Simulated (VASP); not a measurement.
# BaY (Pm-3m) in VASP: a series of runs

One crystal, BaY, is run at these levels: BLYP, AM05, PW91; tasks: band structure.

Program: VASP 6.6.1. These are calculated values, not measurements. Logs are shortened: lines on timing, memory, paths and dates and some standing lists are left out, and cuts for length are marked.

**1. The structure**

The structure is cubic, space group Pm-3m (No. 221). Conventional cell: a = 4.420 Å, b = 4.420 Å, c = 4.420 Å, α = 90.00°, β = 90.00°, γ = 90.00°. Ba (site symmetry m-3m) has 8 Y at 3.83 Å as nearest neighbours. Around Y (site symmetry m-3m) lie 8 Ba at 3.83 Å.

The cell was built by a generator and needn't be a form met in nature.

**2. Band structure, BLYP**

File POSCAR:

```
BaY
1.0
    4.4203700000      0.0000000000      0.0000000000
    0.0000000000      4.4203700000      0.0000000000
    0.0000000000      0.0000000000      4.4203700000
Ba Y
1 1
Direct
    0.0000000000      0.0000000000      0.0000000000
    0.5000000000      0.5000000000      0.5000000000
```

File INCAR.step1:

```
SYSTEM = BaY
PREC = Accurate ; ENCUT = 520
EDIFF = 1E-6 ; ISMEAR = -1
SIGMA = 0.05 ; LREAL = .FALSE.
LASPH = .TRUE. ; NELM = 80
ALGO = Normal ; ISIF = 2
LWAVE = .FALSE. ; LCHARG = .TRUE.
LMAXMIX = 4 ; GGA = B5
ALDAX = 1.0 ; AGGAX = 1.0
AGGAC = 1.0 ; ALDAC = 0.0
NBANDS = 18
```

File KPOINTS.step1:

```
regular mesh
0
G
  6 6 6
  0 0 0
```

File INCAR.step2:

```
SYSTEM = BaY
PREC = Accurate ; ENCUT = 520
EDIFF = 1E-6 ; ISMEAR = 0
SIGMA = 0.05 ; LREAL = .FALSE.
LASPH = .TRUE. ; NELM = 80
ALGO = Normal ; ISIF = 2
LWAVE = .FALSE. ; LCHARG = .FALSE.
LMAXMIX = 4 ; GGA = B5
ALDAX = 1.0 ; AGGAX = 1.0
AGGAC = 1.0 ; ALDAC = 0.0
NBANDS = 18 ; ICHARG = 11
```

File KPOINTS.step2:

```
path GXMGRX,MR
10
line-mode
reciprocal
 0.0000000000  0.0000000000  0.0000000000  G
 0.0000000000  0.5000000000  0.0000000000  X

 0.0000000000  0.5000000000  0.0000000000  X
 0.5000000000  0.5000000000  0.0000000000  M

 0.5000000000  0.5000000000  0.0000000000  M
 0.0000000000  0.0000000000  0.0000000000  G

 0.0000000000  0.0000000000  0.0000000000  G
 0.5000000000  0.5000000000  0.5000000000  R

 0.5000000000  0.5000000000  0.5000000000  R
 0.0000000000  0.5000000000  0.0000000000  X

 0.5000000000  0.5000000000  0.0000000000  M
 0.5000000000  0.5000000000  0.5000000000  R
```

Potentials or basis: VASP PAW PBE potentials, release 64 (Ba_sv, Y_sv).

Run with:

```bash
$ cat potpaw_PBE.64/Ba_sv/POTCAR potpaw_PBE.64/Y_sv/POTCAR > POTCAR
$ cp INCAR.step1 INCAR
$ cp KPOINTS.step1 KPOINTS
$ mpirun -np 1 vasp_std > vasp.out
$ cp INCAR.step2 INCAR
$ cp KPOINTS.step2 KPOINTS
$ mpirun -np 1 vasp_std > vasp.out
```

OUTCAR:

```text
SYSTEM = BaY
   PREC = Accurate
   ENCUT = 520
   EDIFF = 1E-6
   ISMEAR = 0
   LREAL = .FALSE.
   LASPH = .TRUE.
   NELM = 80
   ISIF = 2
   GGA = B5
   ICHARG = 11

 ion  position               nearest neighbor table
   1  0.000  0.000  0.000-   2 3.83   2 3.83   2 3.83   2 3.83   2 3.83   2 3.83   2 3.83   2 3.83

   2  0.500  0.500  0.500-   1 3.83   1 3.83   1 3.83   1 3.83   1 3.83   1 3.83   1 3.83   1 3.83

  LATTYP: Found a simple cubic cell.
 ALAT       =     4.4203700000

  Lattice vectors:

 A1 = (   4.4203700000,   0.0000000000,   0.0000000000)
 A2 = (   0.0000000000,   4.4203700000,   0.0000000000)
 A3 = (   0.0000000000,   0.0000000000,   4.4203700000)

Analysis of symmetry for initial positions (statically):
=====================================================================
 Subroutine PRICEL returns:
 Original cell was already a primitive cell.

 Routine SETGRP: Setting up the symmetry group for a
 simple cubic supercell.

 Subroutine GETGRP returns: Found 48 space group operations
 (whereof 48 operations were pure point group operations)
 out of a pool of 48 trial point group operations.

The static configuration has the point symmetry O_h .

Analysis of symmetry for dynamics (positions and initial velocities):
=====================================================================
 Subroutine PRICEL returns:
 Original cell was already a primitive cell.

 Routine SETGRP: Setting up the symmetry group for a
 simple cubic supercell.

 Subroutine GETGRP returns: Found 48 space group operations
 (whereof 48 operations were pure point group operations)
 out of a pool of 48 trial point group operations.

The dynamic configuration has the point symmetry O_h .

 Subroutine INISYM returns: Found 48 space group operations
 (whereof 48 operations are pure point group operations),
 and found     1 'primitive' translations

----------------------------------------------------------------------------------------

                                     Primitive cell

  volume of cell :      86.3726

  direct lattice vectors                    reciprocal lattice vectors
     4.420370000  0.000000000  0.000000000     0.226225406  0.000000000  0.000000000
     0.000000000  4.420370000  0.000000000     0.000000000  0.226225406  0.000000000
     0.000000000  0.000000000  4.420370000     0.000000000  0.000000000  0.226225406

  length of vectors
     4.420370000  4.420370000  4.420370000     0.226225406  0.226225406  0.226225406

  position of ions in fractional coordinates (direct lattice)
     0.000000000  0.000000000  0.000000000
     0.500000000  0.500000000  0.500000000

[... 67 lines left out ...]
   LREAL  =      F    real-space projection
   EDIFFG = 0.1E-04   stopping-criterion for IOM
   NSW    =      0    number of steps for IOM
   IBRION =     -1    ionic relax: 0-MD 1-quasi-New 2-CG
   NFREE  =      0    steps in history (QN), initial steepest desc. (CG)
   ISIF   =      2    stress and relaxation
   ISYM   =      2    0-nonsym 1-usesym 2-fastsym
   POTIM  = 0.5000    time-step for ionic-motion
   TEBEG  =    0.0;   TEEND  =   0.0 temperature during run
   PSTRESS=    0.0 pullay stress
   NELECT =      21.0000    total number of electrons
   NUPDOWN=      -1.0000    fix difference up-down
   EMIN   =  10.00;   EMAX   =-10.00  energy-range for DOS
   EFERMI =   0.00;   METHOD = LEGACY
   ISMEAR =     0;   SIGMA  =   0.05  broadening in eV -4-tet -1-fermi 0-gaus
   EFERMI_NEDOS =   21; number of points for ismear=-14 and -15
   IALGO  =     38    algorithm
   IMIX   =      4    mixing-type and parameters
     AMIX     =   0.40;   BMIX     =  1.00
     AMIX_MAG =   1.60;   BMIX_MAG =  1.00
  volume/ion in A,a.u.               =      43.19       291.44
  Fermi-wavevector in a.u.,A,eV,Ry     =   1.021777  1.930878 14.204857  1.044028
  Thomas-Fermi vector in A             =   2.155420
   LORBIT       =      0    0 simple, 1 ext, 2 COOP (PROOUT), +10 PAW based schemes
   GGA     = B5    functional components
   LHFCALC =     F    Hartree Fock is set to
   AEXX    =    0.0000 exact exchange contribution
   IVDW    =     0    specifies the selected vdW correction
   LEPSILON=     F    determine dielectric tensor
   LRPA    =     F    only Hartree local field effects (RPA)
 non-spin polarized calculation
 Gauss-broadening in eV      SIGMA  =   0.05
  energy-cutoff  :      520.00
  volume of cell :       86.37
 maximum number of plane-waves:      2360
 NGX is ok and might be reduce to    36

 number of electron      21.0000000 magnetization

 Free energy of the ion-electron system (eV)
  ---------------------------------------------------
  ext. energy  EPLUGINS =         0.00000000
  ---------------------------------------------------
  free energy    TOTEN  =        -6.42656592 eV

  energy without entropy =       -6.41941749  energy(sigma->0) =       -6.42299171

 E-fermi :   2.9554     XC(G=0):  -8.0520

 val. band max:        2.9501976662   @ k =   0.2778   0.2778   0.2778
 cond. band min:       2.9556228585   @ k =   0.3889   0.5000   0.3889
 fundamental gap:      0.0054251923
 Fermi energy:         2.9553636257

 k-point     1 :       0.0000    0.0000    0.0000
  band No.  band energies     occupation
      1     -40.5516      2.00000
      2     -25.1282      2.00000
      3     -20.5725      2.00000
      4     -20.5725      2.00000
      5     -20.5725      2.00000
      6     -10.3080      2.00000
[... 481 lines left out ...]
      5     -20.5674      2.00000
      6     -10.5243      2.00000
[... 10 lines left out ...]
     17       6.2636      0.00000
     18       7.0192      0.00000

 [... further k-points ...]

------------------------ aborting loop because EDIFF is reached ----------------------------------------

  FORCE on cell =-STRESS in cart. coord.  units (eV):
  Direction    XX          YY          ZZ          XY          YZ          ZX
  --------------------------------------------------------------------------------------
  -------------------------------------------------------------------------------------
  Total       -1.9917472     -1.9917472     -1.9917472      0.0000000     -0.0000000      0.0000000
  in kB      -36.9461275    -36.9461275    -36.9461275      0.0000000     -0.0000000      0.0000000
  external PRESSURE =     -36.9461275 kB  Pullay stress =       0.0000000 kB

 VOLUME and BASIS-vectors are now :
 -----------------------------------------------------------------------------
  energy-cutoff  :      520.00
  volume of cell :       86.37
      direct lattice vectors                 reciprocal lattice vectors
     4.420370000  0.000000000  0.000000000     0.226225406  0.000000000  0.000000000
     0.000000000  4.420370000  0.000000000     0.000000000  0.226225406  0.000000000
     0.000000000  0.000000000  4.420370000     0.000000000  0.000000000  0.226225406

 POSITION                                       TOTAL-FORCE (eV/Angst)
 -----------------------------------------------------------------------------------
      0.00000      0.00000      0.00000         0.000000      0.000000      0.000000
      2.21019      2.21019      2.21019         0.000000      0.000000      0.000000
 -----------------------------------------------------------------------------------
    total drift:                                0.000000      0.000000      0.000000

  FREE ENERGIE OF THE ION-ELECTRON SYSTEM (eV)
  ---------------------------------------------------
  free  energy   TOTEN  =        -6.4265659227 eV

  energy  without entropy=       -6.4194174880  energy(sigma->0) =       -6.42299171
```

Run time: 86 s. Hardware: 1 thread of Intel Xeon Platinum 8488C (Sapphire Rapids), shared host; peak memory 0.27 GiB.

What came out:

```
Band gap along the path : none (metal or under the smearing width)
```

Levels at the corners of the path, in eV from the Fermi level:
| point | band 8 | band 9 | band 10 | band 11 | band 12 | band 13 | band 14 | band 15 |
| --- | --- | --- | --- | --- | --- | --- | --- | --- |
| Γ | -13.29 | -3.55 | -1.08 | -1.08 | 1.48 | 1.48 | 1.48 | 3.36 |
| X | -13.27 | -1.30 | -1.14 | 0.07 | 1.03 | 1.45 | 1.45 | 2.08 |
| X | -13.27 | -1.30 | -1.14 | 0.07 | 1.03 | 1.45 | 1.45 | 2.08 |
| M | -13.24 | -1.86 | -0.96 | 0.32 | 0.32 | 1.52 | 1.52 | 2.41 |
| M | -13.24 | -1.86 | -0.96 | 0.32 | 0.32 | 1.52 | 1.52 | 2.41 |
| Γ | -13.29 | -3.55 | -1.08 | -1.08 | 1.48 | 1.48 | 1.48 | 3.36 |
| Γ | -13.29 | -3.55 | -1.08 | -1.08 | 1.48 | 1.48 | 1.48 | 3.36 |
| R | -13.53 | -0.11 | -0.11 | -0.11 | 0.67 | 0.67 | 0.67 | 2.77 |
| R | -13.53 | -0.11 | -0.11 | -0.11 | 0.67 | 0.67 | 0.67 | 2.77 |
| X | -13.27 | -1.30 | -1.14 | 0.07 | 1.03 | 1.45 | 1.45 | 2.08 |
| M | -13.24 | -1.86 | -0.96 | 0.32 | 0.32 | 1.52 | 1.52 | 2.41 |
| R | -13.53 | -0.11 | -0.11 | -0.11 | 0.67 | 0.67 | 0.67 | 2.77 |

Caveat: the log is that of the step along the path at fixed density, whose energy, stress, charges and moments have no meaning; the PAW data sets were made with another functional, which shifts forces and pressure a little; spin-orbit coupling is left out, which moves the levels of the heavy elements.

**3. Band structure, AM05**

POSCAR is that of step 2.

Edit INCAR.step1 of step 2 so:

```diff
@@ -7,5 +7,3 @@
 LWAVE = .FALSE. ; LCHARG = .TRUE.
-LMAXMIX = 4 ; GGA = B5
-ALDAX = 1.0 ; AGGAX = 1.0
-AGGAC = 1.0 ; ALDAC = 0.0
+LMAXMIX = 4 ; GGA = AM
 NBANDS = 18
```

KPOINTS.step1 is that of step 2.

Edit INCAR.step2 of step 2 so:

```diff
@@ -7,5 +7,3 @@
 LWAVE = .FALSE. ; LCHARG = .FALSE.
-LMAXMIX = 4 ; GGA = B5
-ALDAX = 1.0 ; AGGAX = 1.0
-AGGAC = 1.0 ; ALDAC = 0.0
+LMAXMIX = 4 ; GGA = AM
 NBANDS = 18 ; ICHARG = 11
```

KPOINTS.step2 is that of step 2.

Potentials or basis: VASP PAW PBE potentials, release 64 (Ba_sv, Y_sv).

Run with:

```bash
$ cat potpaw_PBE.64/Ba_sv/POTCAR potpaw_PBE.64/Y_sv/POTCAR > POTCAR
$ cp INCAR.step1 INCAR
$ cp KPOINTS.step1 KPOINTS
$ mpirun -np 1 vasp_std > vasp.out
$ cp INCAR.step2 INCAR
$ cp KPOINTS.step2 KPOINTS
$ mpirun -np 1 vasp_std > vasp.out
```

Run time: 77 s. Hardware: 1 thread of Intel Xeon Platinum 8488C (Sapphire Rapids), shared host; peak memory 0.27 GiB.

Results (log left out):

```
Band gap along the path : none (metal or under the smearing width)
```

Levels at the corners of the path, in eV from the Fermi level:
```
point  band 7  band 8  band 9  band 10  band 11  band 12  band 13  band 14  band 15  band 16
    Γ  -13.04  -13.04   -3.67    -1.04    -1.04     1.54     1.54     1.54     3.51     3.51
    X  -13.02  -13.02   -1.35    -1.29     0.17     1.03     1.47     1.47     2.13     2.21
    X  -13.02  -13.02   -1.35    -1.29     0.17     1.03     1.47     1.47     2.13     2.21
    M  -13.30  -12.98   -1.87    -1.03     0.35     0.35     1.37     1.37     2.54     2.86
    M  -13.30  -12.98   -1.87    -1.03     0.35     0.35     1.37     1.37     2.54     2.86
    Γ  -13.04  -13.04   -3.67    -1.04    -1.04     1.54     1.54     1.54     3.51     3.51
    Γ  -13.04  -13.04   -3.67    -1.04    -1.04     1.54     1.54     1.54     3.51     3.51
    R  -13.29  -13.29   -0.14    -0.14    -0.14     0.63     0.63     0.63     2.83     2.93
    R  -13.29  -13.29   -0.14    -0.14    -0.14     0.63     0.63     0.63     2.83     2.93
    X  -13.02  -13.02   -1.35    -1.29     0.17     1.03     1.47     1.47     2.13     2.21
    M  -13.30  -12.98   -1.87    -1.03     0.35     0.35     1.37     1.37     2.54     2.86
    R  -13.29  -13.29   -0.14    -0.14    -0.14     0.63     0.63     0.63     2.83     2.93
```

Caveat: the log is that of the step along the path at fixed density, whose energy, stress, charges and moments have no meaning; the PAW data sets were made with another functional, which shifts forces and pressure a little; spin-orbit coupling is left out, which moves the levels of the heavy elements.

**4. Band structure, PW91**

POSCAR is that of step 3.

Edit INCAR.step1 of step 3 so:

```diff
@@ -7,3 +7,3 @@
 LWAVE = .FALSE. ; LCHARG = .TRUE.
-LMAXMIX = 4 ; GGA = AM
+LMAXMIX = 4 ; GGA = 91
 NBANDS = 18
```

KPOINTS.step1 is that of step 3.

Edit INCAR.step2 of step 3 so:

```diff
@@ -7,3 +7,3 @@
 LWAVE = .FALSE. ; LCHARG = .FALSE.
-LMAXMIX = 4 ; GGA = AM
+LMAXMIX = 4 ; GGA = 91
 NBANDS = 18 ; ICHARG = 11
```

KPOINTS.step2 is that of step 3.

Run with:

```bash
$ cat potpaw_PBE.64/Ba_sv/POTCAR potpaw_PBE.64/Y_sv/POTCAR > POTCAR
$ cp INCAR.step1 INCAR
$ cp KPOINTS.step1 KPOINTS
$ mpirun -np 1 vasp_std > vasp.out
$ cp INCAR.step2 INCAR
$ cp KPOINTS.step2 KPOINTS
$ mpirun -np 1 vasp_std > vasp.out
```

It took 79 s on 1 thread of Intel Xeon Platinum 8488C (Sapphire Rapids), shared host; peak memory 0.26 GiB.

It converged, with:

* Band gap along the path: none (metal or under the smearing width)

Levels at the corners of the path, in eV from the Fermi level:
```
point  band 7  band 8  band 9  band 10  band 11  band 12  band 13  band 14  band 15  band 16
    Γ  -13.09  -13.09   -3.62    -1.06    -1.06     1.53     1.53     1.53     3.46     3.46
    X  -13.08  -13.08   -1.32    -1.23     0.13     1.03     1.47     1.47     2.13     2.20
    X  -13.08  -13.08   -1.32    -1.23     0.13     1.03     1.47     1.47     2.13     2.20
    M  -13.36  -13.04   -1.87    -0.99     0.34     0.34     1.43     1.43     2.50     2.81
    M  -13.36  -13.04   -1.87    -0.99     0.34     0.34     1.43     1.43     2.50     2.81
    Γ  -13.09  -13.09   -3.62    -1.06    -1.06     1.53     1.53     1.53     3.46     3.46
    Γ  -13.09  -13.09   -3.62    -1.06    -1.06     1.53     1.53     1.53     3.46     3.46
    R  -13.35  -13.35   -0.14    -0.14    -0.14     0.66     0.66     0.66     2.84     2.88
    R  -13.35  -13.35   -0.14    -0.14    -0.14     0.66     0.66     0.66     2.84     2.88
    X  -13.08  -13.08   -1.32    -1.23     0.13     1.03     1.47     1.47     2.13     2.20
    M  -13.36  -13.04   -1.87    -0.99     0.34     0.34     1.43     1.43     2.50     2.81
    R  -13.35  -13.35   -0.14    -0.14    -0.14     0.66     0.66     0.66     2.84     2.88
```

Caveat: the log is that of the step along the path at fixed density, whose energy, stress, charges and moments have no meaning; the PAW data sets were made with another functional, which shifts forces and pressure a little; spin-orbit coupling is left out, which moves the levels of the heavy elements.
